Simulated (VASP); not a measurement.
```
CELL_PARAMETERS angstrom
      1.57666    -2.73085     0.00000
      1.57666     2.73085     0.00000
      0.00000     0.00000    12.35423
ATOMIC_POSITIONS crystal
  W  0.33333 0.66667 0.25000
  W  0.66667 0.33333 0.75000
  S  0.33333 0.66667 0.87770
  S  0.66667 0.33333 0.37770
  S  0.66667 0.33333 0.12230
  S  0.33333 0.66667 0.62230
```

All values below come from vdW-DF-cx, VASP's PBE PAW potentials (set 64) (plane waves; VASP). Numerical set-up: 520 eV cut-off, 9×9×2 Γ-centred mesh, tetrahedra with Blöchl corrections, potentials W_sv S.

The cores are frozen, which limits the accuracy of field gradients.

Give the principal components of the electric field gradient (V/Å²) and the asymmetry η at each nucleus.

```tsv
atom	Vxx	Vyy	Vzz	η
W1	76.8	76.8	-153.6	0.00
W2	76.8	76.8	-153.6	0.00
S3	21.3	21.3	-42.5	0.00
S4	21.3	21.3	-42.5	0.00
S5	21.3	21.3	-42.5	0.00
S6	21.3	21.3	-42.5	0.00
```

The compound is WS2 in the 2H layered structure. It was relaxed first.
